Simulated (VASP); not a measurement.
An input for Quantum ESPRESSO's pw.x (written as the equivalent of a VASP run, and not itself run):

```
&CONTROL
  calculation = 'scf'
  pseudo_dir = './pseudo'
  outdir = './out'
  tprnfor = .true.
  tstress = .true.
/
&SYSTEM
  ibrav = 0
  nat = 6
  ntyp = 2
  ecutwfc = 84
  occupations = 'smearing'
  smearing = 'fermi-dirac'
  degauss = 0.003675
  input_dft = 'pbe'
/
&ELECTRONS
  conv_thr = 7.3e-08
  electron_maxstep = 100
/
ATOMIC_SPECIES
  Si 28.085 Si.upf
  O 15.999 O.upf
CELL_PARAMETERS angstrom
     4.2222180    0.0000000    0.0000000
     0.0000000    4.2222180    0.0000000
     0.0000000    0.0000000    2.6969670
ATOMIC_POSITIONS crystal
  Si   0.0000000  0.0000000  0.0000000
  Si   0.5000000  0.5000000  0.5000000
  O    0.3060000  0.3060000  0.0000000
  O    0.8060000  0.1940000  0.5000000
  O    0.1940000  0.8060000  0.5000000
  O    0.6940000  0.6940000  0.0000000
K_POINTS automatic
  5 5 8 0 0 0
```

**Question.** Write the VASP files for the same calculation (PBE).

**Answer.** One answer among several that fit: 
**INCAR**
```
ALGO = Normal
EDIFF = 1E-6
ENCUT = 400
GGA = PE
ISIF = 2
ISMEAR = -1
LASPH = T
LCHARG = F
LREAL = F
LWAVE = F
NELM = 100
PREC = Accurate
SIGMA = 0.05
SYSTEM = SiO2
```

POSCAR:
```
SiO2
4.2222180
  1.0000000000   0.0000000000   0.0000000000
  0.0000000000   1.0000000000   0.0000000000
  0.0000000000   0.0000000000   0.6387559809
Si O
2 4
Cart
  0.0000000000   0.0000000000   0.0000000000
  0.5000000000   0.5000000000   0.3193779904
  0.3060000000   0.3060000000   0.0000000000
  0.8060000000   0.1940000000   0.3193779904
  0.1940000000   0.8060000000   0.3193779904
  0.6940000000   0.6940000000   0.0000000000
```

### KPOINTS
```
Automatic
0
gamma
 5 5 8
```

POTCAR, in this order: Si O (PBE.64 set). Program: vasp_std.

What does not carry over: the potentials are each code's own (VASP's PAW set, PseudoDojo norm-conserving files in pw.x), so ENCUT and ecutwfc are chosen apart and not converted; conv_thr bounds pw.x's estimated SCF error, while EDIFF bounds the energy change between steps.

The structure is a typed SiO2 crystal (P4_2/mnm). The cell was not relaxed at this level.
